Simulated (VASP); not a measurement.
# RuSe (Pm-3m) in VASP: a series of runs, part 2 of 2

VASP 6.6.1. Earlier steps stand in the parts before.

## (5) Relaxation of cell and atoms, RPBE

File INCAR:

```
SYSTEM = RuSe
PREC = Accurate
ENCUT = 600
EDIFF = 1E-7
ISMEAR = -1
SIGMA = 0.05
LREAL = .FALSE.
LASPH = .TRUE.
NELM = 80
ALGO = Normal
ISIF = 3
LWAVE = .FALSE.
LCHARG = .FALSE.
GGA = RP
IBRION = 2
NSW = 40
EDIFFG = -0.01
```

File KPOINTS:

```
regular mesh
0
G
  8 8 8
  0 0 0
```

File POSCAR:

```
RuSe
1.0
    3.1876923100      0.0000000000      0.0000000000
    0.0000000000      3.1876923100      0.0000000000
    0.0000000000      0.0000000000      3.1876923100
Ru Se
1 1
Direct
    0.0000000000      0.0000000000      0.0000000000
    0.5000000000      0.5000000000      0.5000000000
```

Potentials or basis: VASP PAW PBE potentials, release 64 (Ru_pv, Se).

Started as:

```sh
cat potpaw_PBE.64/Ru_pv/POTCAR potpaw_PBE.64/Se/POTCAR > POTCAR
mpirun -np 1 vasp_std > vasp.out
```

OUTCAR:

```text
SYSTEM = RuSe
   PREC = Accurate
   ENCUT = 600
   EDIFF = 1E-7
   ISMEAR = -1
   LREAL = .FALSE.
   LASPH = .TRUE.
   NELM = 80
   ISIF = 3
   GGA = RP
   IBRION = 2
   NSW = 40
   EDIFFG = -0.01

 ion  position               nearest neighbor table
   1  0.000  0.000  0.000-   2 2.76   2 2.76   2 2.76   2 2.76   2 2.76   2 2.76   2 2.76   2 2.76

   2  0.500  0.500  0.500-   1 2.76   1 2.76   1 2.76   1 2.76   1 2.76   1 2.76   1 2.76   1 2.76

  LATTYP: Found a simple cubic cell.
 ALAT       =     3.1876923100

  Lattice vectors:

 A1 = (   3.1876923100,   0.0000000000,   0.0000000000)
 A2 = (   0.0000000000,   3.1876923100,   0.0000000000)
 A3 = (   0.0000000000,   0.0000000000,   3.1876923100)

Analysis of symmetry for initial positions (statically):
=====================================================================
 Subroutine PRICEL returns:
[... 194 lines left out ...]
     11       8.8127      2.00000
     12       8.8127      2.00000
     13      12.2060      0.00000
     14      18.2370      0.00000
[... 462 lines left out ...]
--------------------------------------- Ionic step        3  -------------------------------------------

 number of electron      19.9999995 magnetization

 Free energy of the ion-electron system (eV)
  ---------------------------------------------------
  ext. energy  EPLUGINS =         0.00000000
  ---------------------------------------------------
  free energy    TOTEN  =       -11.12519096 eV

  energy without entropy =      -11.10592096  energy(sigma->0) =      -11.11555596

 E-fermi :  10.2302     XC(G=0): -12.4727

 val. band max:       10.2277950582   @ k =   0.1250   0.1250   0.1250
 cond. band min:      10.2677254008   @ k =   0.5000   0.5000   0.0000
 fundamental gap:      0.0399303426
 Fermi energy:        10.2301548502

 k-point     1 :       0.0000    0.0000    0.0000
  band No.  band energies     occupation
      1     -32.4406      2.00000
      2     -32.4406      2.00000
      3     -32.4406      2.00000
      4      -6.1233      2.00000
      5       6.3669      2.00000
      6       6.3669      2.00000
      7       8.5687      2.00000
      8       8.5687      2.00000
      9       8.5687      2.00000
     10       9.3375      2.00000
     11       9.3375      2.00000
     12       9.3375      2.00000
     13      13.1098      0.00000
     14      18.9050      0.00000
[... 420 lines left out ...]
  FREE ENERGIE OF THE ION-ELECTRON SYSTEM (eV)
  ---------------------------------------------------
  free  energy   TOTEN  =       -11.1251909571 eV

  energy  without entropy=      -11.1059209562  energy(sigma->0) =      -11.11555596

 reached required accuracy - stopping structural energy minimisation
```

CONTCAR:

```text
RuSe
   1.00000000000000
     3.1477095964330735    0.0000000000000000    0.0000000000000000
    -0.0000000000000000    3.1477095964330735   -0.0000000000000000
     0.0000000000000000   -0.0000000000000000    3.1477095964330735
  Ru              Se
     1     1
Direct
     0.0000000000000000    0.0000000000000000    0.0000000000000000
     0.5000000000000000    0.5000000000000000    0.5000000000000000

  0.00000000E+00  0.00000000E+00  0.00000000E+00
  0.00000000E+00  0.00000000E+00  0.00000000E+00
```

It took 22 s on 1 thread of Intel Xeon 6975P-C (Granite Rapids), shared host; peak memory 0.17 GiB.

What came out:

- Free energy: -11.1252 eV
- Relaxed volume: 15.59 Å³/atom
- Relaxed cell: a = 3.148 Å, b = 3.148 Å, c = 3.148 Å, α = 90.00°, β = 90.00°, γ = 90.00°
- Space group after relaxing (to 0.05 Å): Pm-3m (No. 221)
- Energy gained by relaxing: 11.2 meV/atom
- Ionic steps: 3
- Pressure after relaxing: -0.1 GPa
- Band gap on the k mesh: none (metal or under the smearing width)

Step by step:
```tsv
step	energy change (eV)	largest force (eV/Å)	pressure (GPa)	volume (Å³)
1	0.0000	0.0000	-5.70	32.39
2	0.0135	0.0000	8.60	29.77
3	-0.0225	0.0000	-0.06	31.19
```

Final structure:
```yaml
crystal:
  lattice:
    - [3.14771, 0.00000, 0.00000]
    - [0.00000, 3.14771, 0.00000]
    - [0.00000, 0.00000, 3.14771]
  atoms:
    - { symbol: Ru, position: [0.00000, 0.00000, 0.00000] }
    - { symbol: Se, position: [0.50000, 0.50000, 0.50000] }
```

Levels at points of the mesh, in eV from the Fermi level:
```csv
k point,band 8,band 9,band 10,band 11,band 12,band 13
"(0.00, 0.00, 0.00)",-1.66,-1.66,-0.89,-0.89,-0.89,2.88
"(0.50, 0.00, 0.00)",-3.21,-0.71,0.19,3.02,3.02,5.69
"(0.50, 0.50, 0.00)",-1.97,-1.97,-0.86,0.04,0.21,3.26
"(0.50, 0.50, 0.50)",0.29,0.29,2.57,2.57,2.57,2.77
```

Caveat: the PAW data sets were made with another functional, which shifts forces and pressure a little.

## (6) Relaxation of cell and atoms, revPBE

INCAR: that of step 5 with these lines changed.

```diff
@@ -13,3 +13,3 @@
 LCHARG = .FALSE.
-GGA = RP
+GGA = RE
 IBRION = 2
```

KPOINTS is that of step 5.

POSCAR is that of step 5.

Potentials or basis: VASP PAW PBE potentials, release 64 (Ru_pv, Se).

Started as:

```sh
cat potpaw_PBE.64/Ru_pv/POTCAR potpaw_PBE.64/Se/POTCAR > POTCAR
mpirun -np 1 vasp_std > vasp.out
```

OUTCAR:

```text
SYSTEM = RuSe
   PREC = Accurate
   ENCUT = 600
   EDIFF = 1E-7
   ISMEAR = -1
   LREAL = .FALSE.
   LASPH = .TRUE.
   NELM = 80
   ISIF = 3
   GGA = RE
   IBRION = 2
   NSW = 40
   EDIFFG = -0.01

 ion  position               nearest neighbor table
   1  0.000  0.000  0.000-   2 2.76   2 2.76   2 2.76   2 2.76   2 2.76   2 2.76   2 2.76   2 2.76

   2  0.500  0.500  0.500-   1 2.76   1 2.76   1 2.76   1 2.76   1 2.76   1 2.76   1 2.76   1 2.76

  LATTYP: Found a simple cubic cell.
 ALAT       =     3.1876923100

  Lattice vectors:

 A1 = (   3.1876923100,   0.0000000000,   0.0000000000)
 A2 = (   0.0000000000,   3.1876923100,   0.0000000000)
 A3 = (   0.0000000000,   0.0000000000,   3.1876923100)

Analysis of symmetry for initial positions (statically):
=====================================================================
 Subroutine PRICEL returns:
 Original cell was already a primitive cell.

 Routine SETGRP: Setting up the symmetry group for a
 simple cubic supercell.

 Subroutine GETGRP returns: Found 48 space group operations
 (whereof 48 operations were pure point group operations)
 out of a pool of 48 trial point group operations.

The static configuration has the point symmetry O_h .

Analysis of symmetry for dynamics (positions and initial velocities):
=====================================================================
 Subroutine PRICEL returns:
 Original cell was already a primitive cell.

 Routine SETGRP: Setting up the symmetry group for a
 simple cubic supercell.

 Subroutine GETGRP returns: Found 48 space group operations
 (whereof 48 operations were pure point group operations)
 out of a pool of 48 trial point group operations.

The dynamic configuration has the point symmetry O_h .

 Subroutine INISYM returns: Found 48 space group operations
 (whereof 48 operations are pure point group operations),
 and found     1 'primitive' translations

----------------------------------------------------------------------------------------

                                     Primitive cell

[... 105 lines left out ...]
   ISMEAR =    -1;   SIGMA  =   0.05  broadening in eV -4-tet -1-fermi 0-gaus
   EFERMI_NEDOS =   21; number of points for ismear=-14 and -15
   IALGO  =     38    algorithm
   IMIX   =      4    mixing-type and parameters
     AMIX     =   0.40;   BMIX     =  1.00
     AMIX_MAG =   1.60;   BMIX_MAG =  1.00
  volume/ion in A,a.u.               =      16.20       109.29
  Fermi-wavevector in a.u.,A,eV,Ry     =   1.394040  2.634353 26.440832  1.943346
  Thomas-Fermi vector in A             =   2.517627
   LORBIT       =      0    0 simple, 1 ext, 2 COOP (PROOUT), +10 PAW based schemes
   GGA     = RE    functional components
   LHFCALC =     F    Hartree Fock is set to
   AEXX    =    0.0000 exact exchange contribution
   IVDW    =     0    specifies the selected vdW correction
   LEPSILON=     F    determine dielectric tensor
   LRPA    =     F    only Hartree local field effects (RPA)
 conjugate gradient relaxation of ions
 non-spin polarized calculation
  energy-cutoff  :      600.00
  volume of cell :       32.39
 maximum number of plane-waves:      1108
 NGX is ok and might be reduce to    28
   NGX = 13   NGY = 13   NGZ = 13

--------------------------------------- Ionic step        1  -------------------------------------------

 number of electron      20.0000006 magnetization

 Free energy of the ion-electron system (eV)
  ---------------------------------------------------
  ext. energy  EPLUGINS =         0.00000000
  ---------------------------------------------------
  free energy    TOTEN  =       -11.28457246 eV

  energy without entropy =      -11.26483268  energy(sigma->0) =      -11.27470257

 E-fermi :   9.6085     XC(G=0): -12.2837

 val. band max:        9.6021621979   @ k =   0.3750   0.3750   0.0000
 cond. band min:       9.6155698819   @ k =   0.1250   0.1250   0.1250
 fundamental gap:      0.0134076841
 Fermi energy:         9.6085003639

 k-point     1 :       0.0000    0.0000    0.0000
  band No.  band energies     occupation
      1     -32.9840      2.00000
      2     -32.9840      2.00000
      3     -32.9840      2.00000
      4      -6.4161      2.00000
      5       6.0015      2.00000
      6       6.0015      2.00000
      7       8.0039      2.00000
      8       8.0039      2.00000
      9       8.0039      2.00000
     10       8.7879      2.00000
     11       8.7879      2.00000
     12       8.7879      2.00000
     13      12.1606      0.00000
     14      18.2210      0.00000
[... 462 lines left out ...]
--------------------------------------- Ionic step        3  -------------------------------------------

 number of electron      19.9999994 magnetization

 Free energy of the ion-electron system (eV)
  ---------------------------------------------------
  ext. energy  EPLUGINS =         0.00000000
  ---------------------------------------------------
  free energy    TOTEN  =       -11.31373811 eV

  energy without entropy =      -11.29458329  energy(sigma->0) =      -11.30416070

 E-fermi :  10.2845     XC(G=0): -12.5165

 val. band max:       10.2813892267   @ k =   0.1250   0.1250   0.1250
 cond. band min:      10.3244398477   @ k =   0.2500   0.2500   0.1250
 fundamental gap:      0.0430506210
 Fermi energy:        10.2844994582

 k-point     1 :       0.0000    0.0000    0.0000
  band No.  band energies     occupation
      1     -32.3939      2.00000
      2     -32.3939      2.00000
      3     -32.3939      2.00000
      4      -6.1171      2.00000
      5       6.3853      2.00000
      6       6.3853      2.00000
      7       8.6156      2.00000
      8       8.6156      2.00000
      9       8.6156      2.00000
     10       9.3829      2.00000
     11       9.3829      2.00000
     12       9.3829      2.00000
     13      13.1858      0.00000
     14      18.9786      0.00000
[... 420 lines left out ...]
  FREE ENERGIE OF THE ION-ELECTRON SYSTEM (eV)
  ---------------------------------------------------
  free  energy   TOTEN  =       -11.3137381135 eV

  energy  without entropy=      -11.2945832869  energy(sigma->0) =      -11.30416070

 reached required accuracy - stopping structural energy minimisation
```

Run time: 23 s. Hardware: 1 thread of Intel Xeon 6975P-C (Granite Rapids), shared host; peak memory 0.17 GiB.

What came out:

```yaml
Free_energy: -11.3137 eV
Relaxed_volume: 15.52 Å³/atom
Relaxed_cell: a = 3.143 Å, b = 3.143 Å, c = 3.143 Å, α = 90.00°, β = 90.00°, γ = 90.00°
Space_group_after_relaxing_to_0.05_Å: Pm-3m (No. 221)
Energy_gained_by_relaxing: 14.6 meV/atom
Ionic_steps: 3
Pressure_after_relaxing: -0.1 GPa
Band_gap_on_the_k_mesh: none (metal or under the smearing width)
```

Step by step:
| step | energy change (eV) | largest force (eV/Å) | pressure (GPa) | volume (Å³) |
| --- | --- | --- | --- | --- |
| 1 | 0.0000 | 0.0000 | -6.51 | 32.39 |
| 2 | 0.0199 | 0.0000 | 10.31 | 29.41 |
| 3 | -0.0292 | 0.0000 | -0.08 | 31.03 |

Final structure:
```
Ru Se
1.0
     3.14253    0.00000    0.00000
     0.00000    3.14253    0.00000
     0.00000    0.00000    3.14253
Ru Se
1 1
Cartesian
  0.0000 0.0000 0.0000
  1.5713 1.5713 1.5713
```

Levels at points of the mesh, in eV from the Fermi level:
```tsv
k point	band 8	band 9	band 10	band 11	band 12	band 13
(0.00, 0.00, 0.00)	-1.67	-1.67	-0.90	-0.90	-0.90	2.90
(0.50, 0.00, 0.00)	-3.24	-0.71	0.19	3.04	3.04	5.71
(0.50, 0.50, 0.00)	-1.99	-1.99	-0.86	0.04	0.22	3.27
(0.50, 0.50, 0.50)	0.29	0.29	2.56	2.56	2.56	2.79
```

Caveat: the PAW data sets were made with another functional, which shifts forces and pressure a little.

## (7) Overview

| level | potentials or basis | gap on the mesh (eV) | pressure (GPa) | relaxed volume (Å³/atom) |
| --- | --- | --- | --- | --- |
| LDA | VASP PAW LDA potentials, release 64 (Ru_pv, Se) | none | 0.0 | 14.48 |
| PBE | VASP PAW PBE potentials, release 64 (Ru_pv, Se) | none | 0.0 | 15.31 |
| PBEsol | VASP PAW PBE potentials, release 64 (Ru_pv, Se) | none | 0.0 | 14.72 |
| RPBE | VASP PAW PBE potentials, release 64 (Ru_pv, Se) | none | -0.1 | 15.59 |
| revPBE | VASP PAW PBE potentials, release 64 (Ru_pv, Se) | none | -0.1 | 15.52 |

Alike in all rows: task relaxation of cell and atoms; no spin polarisation; cell relaxed; k mesh 8 × 8 × 8; cutoff (eV) 600; smearing fermi-dirac 0.05 eV.

Caveats: the PAW data sets were made with another functional, which shifts forces and pressure a little (some runs).

Absolute energies hang on the potentials; compare differences alone.
